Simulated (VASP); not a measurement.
Data:

```yaml
crystal:
  lattice:
    - [0.00000, 2.90045, 2.90045]
    - [2.90045, 0.00000, 2.90045]
    - [2.90045, 2.90045, 0.00000]
  atoms:
    - { symbol: Ca, position: [0.00000, 0.00000, 0.00000] }
    - { symbol: Se, position: [0.50000, 0.50000, 0.50000] }
```

These are LDA (Ceperley-Alder, Perdew-Zunger), VASP's LDA PAW potentials (set 64) (plane waves; VASP) values and carry that method's errors. Run with 520 eV cut-off, 9×9×9 Γ-centred mesh, tetrahedra with Blöchl corrections, potentials Ca_sv Se.

Estimate the energy per atom (σ→0).

- energy per atom (σ→0): -5.292 eV/atom

Only differences to runs with the same potentials and settings are physical.

The compound is CaSe in the rock salt structure. It was relaxed first, which changed the volume by -6 %.
